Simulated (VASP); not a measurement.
These are r2SCAN+rVV10, VASP's PBE PAW potentials (set 64) (plane waves; VASP) values and carry that method's errors.

Input for VASP

POSCAR:
```
BN
1
   -0.0000000000     1.8051730720     1.8051730720
    1.8051730720     0.0000000000     1.8051730720
    1.8051730720     1.8051730720     0.0000000000
B N
1 1
Direct
  0.0000000000   0.0000000000   0.0000000000
  0.2500000000   0.2500000000   0.2500000000
```

KPOINTS:
```
K-points
0
Gamma
14 14 14
0 0 0
```

### KPOINTS_OPT
```
k-points along high-symmetry lines
10
Line-mode
Reciprocal
  0.000000   0.000000   0.000000 ! GAMMA
 -0.500000  -0.500000   0.000000 ! X

 -0.500000  -0.500000   0.000000 ! X
 -0.375000  -0.375000   0.250000 ! U

 -0.375000  -0.000000   0.375000 ! K
  0.000000   0.000000   0.000000 ! GAMMA

  0.000000   0.000000   0.000000 ! GAMMA
 -0.000000  -0.000000   0.500000 ! L

 -0.000000  -0.000000   0.500000 ! L
 -0.500000  -0.250000   0.250000 ! W

 -0.500000  -0.250000   0.250000 ! W
 -0.500000  -0.500000   0.000000 ! X
```

**INCAR**
```
# general
SYSTEM   = BN
PREC     = Accurate
ENCUT    = 520
LREAL    = .FALSE.
LASPH    = .TRUE.   # aspherical one-centre terms

# electronic loop
EDIFF    = 1E-7
NELM     = 100   # most electronic steps
ALGO     = Normal
LMIXTAU  = .TRUE.

# smearing
ISMEAR   = -5   # tetrahedra, Bloechl

# functional
METAGGA  = R2SCAN
LUSE_VDW = .TRUE.
BPARAM   = 11.95
CPARAM   = 0.0093

# ions
ISIF     = 2

# output
LWAVE    = .FALSE.
LCHARG   = .FALSE.
LORBIT   = 11   # lm-projected
NEDOS    = 601   # DOS grid
```

POTCAR, in this order: B N (PBE.64 set). Program: vasp_std.

What VASP printed:

**OUTCAR**
```
 ion  position               nearest neighbor table
   1  0.000  0.000  0.000-   2 1.56   2 1.56   2 1.56   2 1.56
   2  0.250  0.250  0.250-   1 1.56   1 1.56   1 1.56   1 1.56
  LATTYP: Found a face centered cubic cell.
 ALAT       =     3.6103461440
 Subroutine PRICEL returns:
 Original cell was already a primitive cell.
 Subroutine GETGRP returns: Found 24 space group operations
The static configuration has the point symmetry T_d .
The dynamic configuration has the point symmetry T_d .
 Subroutine INISYM returns: Found 24 space group operations
 Subroutine IBZKPT returns following result:
 Found    104 irreducible k-points:

 Following reciprocal coordinates:
            Coordinates               Weight
  0.000000  0.000000  0.000000      1.000000
  0.071429  0.000000  0.000000      8.000000
  0.142857  0.000000  0.000000      8.000000
  0.214286  0.000000  0.000000      8.000000
  0.285714  0.000000  0.000000      8.000000
  0.357143  0.000000  0.000000      8.000000
  0.428571  0.000000  0.000000      8.000000
  0.500000  0.000000  0.000000      4.000000
  0.071429  0.071429  0.000000      6.000000
  0.142857  0.071429  0.000000     24.000000
  0.214286  0.071429  0.000000     24.000000
  0.285714  0.071429  0.000000     24.000000
  0.357143  0.071429  0.000000     24.000000
  0.428571  0.071429  0.000000     24.000000
  0.500000  0.071429  0.000000     24.000000
 -0.428571  0.071429  0.000000     24.000000
 -0.357143  0.071429  0.000000     24.000000
 -0.285714  0.071429  0.000000     24.000000
 -0.214286  0.071429  0.000000     24.000000
 -0.142857  0.071429  0.000000     24.000000
 -0.071429  0.071429  0.000000     12.000000
  0.142857  0.142857  0.000000      6.000000
  0.214286  0.142857  0.000000     24.000000
  0.285714  0.142857  0.000000     24.000000
  0.357143  0.142857  0.000000     24.000000
  0.428571  0.142857  0.000000     24.000000
  0.500000  0.142857  0.000000     24.000000
 -0.428571  0.142857  0.000000     24.000000
 -0.357143  0.142857  0.000000     24.000000
 -0.285714  0.142857  0.000000     24.000000
 -0.214286  0.142857  0.000000     24.000000
 -0.142857  0.142857  0.000000     12.000000
  0.214286  0.214286  0.000000      6.000000
  0.285714  0.214286  0.000000     24.000000
  0.357143  0.214286  0.000000     24.000000
  0.428571  0.214286  0.000000     24.000000
  0.500000  0.214286  0.000000     24.000000
 -0.428571  0.214286  0.000000     24.000000
 -0.357143  0.214286  0.000000     24.000000
 -0.285714  0.214286  0.000000     24.000000
   k-points           NKPTS =    104   k-points in BZ     NKDIM =    104   number of bands    NBANDS=      8
   number of dos      NEDOS =    601   number of ions     NIONS =      2
   total plane-waves  NPLWV =   8000
   dimension x,y,z NGX =    20 NGY =   20 NGZ =   20
   dimension x,y,z NGXF=    40 NGYF=   40 NGZF=   40
   ions per type =               1   1
   PREC   = accura    normal or accurate (medium, high low for compatibility)
   ISTART =      0    job   : 0-new  1-cont  2-samecut
   ICHARG =      2    charge: 1-file 2-atom 10-const
   ISPIN  =      1    spin polarized calculation?
   LNONCOLLINEAR =      F non collinear calculations
   LSORBIT =      F    spin-orbit coupling
   INIWAV =      1    electr: 0-lowe 1-rand  2-diag
   ENCUT  =  520.0 eV  38.22 Ry    6.18 a.u.   4.75  4.75  4.75*2*pi/ulx,y,z
   NELM   =    100;   NELMIN=  2; NELMDL= -5     # of ELM steps
   EDIFF  = 0.1E-06   stopping-criterion for ELM
   LREAL  =      F    real-space projection
   NLSPLINE    = F    spline interpolate recip. space projectors
   LMAXMIX     =    2 max onsite mixed and CHGCAR
...
```

File OSZICAR:
```
       N       E                     dE             d eps       ncg     rms          rms(c)
DAV:   1     0.665839360955E+01    0.66584E+01   -0.53758E+03  1728   0.102E+03
DAV:   2    -0.221135036776E+02   -0.28772E+02   -0.28515E+02  2208   0.181E+02
DAV:   3    -0.223203953955E+02   -0.20689E+00   -0.20689E+00  2008   0.193E+01
DAV:   4    -0.223205853117E+02   -0.18992E-03   -0.18992E-03  2304   0.496E-01
DAV:   5    -0.223205853533E+02   -0.41635E-07   -0.41635E-07  1928   0.590E-03    0.661E+00
DAV:   6    -0.188127223058E+02    0.35079E+01   -0.17419E+00  2304   0.109E+01    0.402E+00
DAV:   7    -0.193776158040E+02   -0.56489E+00   -0.12585E+00  1904   0.893E+00    0.164E+00
DAV:   8    -0.180148753253E+02    0.13627E+01   -0.10049E+00  1712   0.832E+00    0.177E+00
DAV:   9    -0.190695832234E+02   -0.10547E+01   -0.23120E-01  1728   0.499E+00    0.431E-01
DAV:  10    -0.190736225276E+02   -0.40393E-02   -0.55589E-02  2184   0.205E+00    0.146E-01
DAV:  11    -0.190694717395E+02    0.41508E-02   -0.41375E-03  1664   0.914E-01    0.720E-02
DAV:  12    -0.190725488076E+02   -0.30771E-02   -0.15336E-03  1664   0.509E-01    0.242E-02
DAV:  13    -0.190723180105E+02    0.23080E-03   -0.87758E-05  1824   0.953E-02    0.881E-03
DAV:  14    -0.190723560718E+02   -0.38061E-04   -0.57740E-06  1728   0.317E-02    0.601E-03
DAV:  15    -0.190723527391E+02    0.33327E-05   -0.25482E-06  1720   0.201E-02    0.178E-03
DAV:  16    -0.190723560234E+02   -0.32843E-05   -0.39023E-07  2264   0.691E-03    0.896E-04
DAV:  17    -0.190723543780E+02    0.16454E-05   -0.35099E-08   832   0.248E-03    0.675E-04
DAV:  18    -0.190723552780E+02   -0.89996E-06   -0.26662E-08   832   0.165E-03    0.201E-04
DAV:  19    -0.190723552322E+02    0.45782E-07   -0.28831E-09   832   0.604E-04
   1 F= -.19072355E+02 E0= -.19072355E+02  d E =0.000000E+00
       N       E                     dE             ncg
```

File OUTCAR:
```
------------------------ aborting loop because EDIFF is reached ----------------------------------------
  FORCE on cell =-STRESS in cart. coord.  units (eV):
  Direction    XX          YY          ZZ          XY          YZ          ZX
  --------------------------------------------------------------------------------------
  Total        0.0005992      0.0005992      0.0005992      0.0000000      0.0000000     -0.0000000
  in kB        0.0815991      0.0815991      0.0815991      0.0000000      0.0000000     -0.0000000
  external PRESSURE =       0.0815991 kB  Pullay stress =       0.0000000 kB
  volume of cell :       11.76
      direct lattice vectors                 reciprocal lattice vectors
     0.000000000  1.805173072  1.805173072    -0.276981752  0.276981752  0.276981752
     1.805173072  0.000000000  1.805173072     0.276981752 -0.276981752  0.276981752
     1.805173072  1.805173072  0.000000000     0.276981752  0.276981752 -0.276981752
  FREE ENERGIE OF THE ION-ELECTRON SYSTEM (eV)
  ---------------------------------------------------
  free  energy   TOTEN  =       -19.0723552322 eV

  energy  without entropy=      -19.0723552322  energy(sigma->0) =      -19.07235523

 total charge

# of ion       s       p       d       tot
------------------------------------------
    1        0.682   1.342   0.000   2.024
    2        1.228   2.790   0.000   4.019
--------------------------------------------------
tot          1.910   4.133   0.000   6.043
```
(Selected blocks of OUTCAR.)

The compound is BN in the zinc blende structure. It was relaxed first.
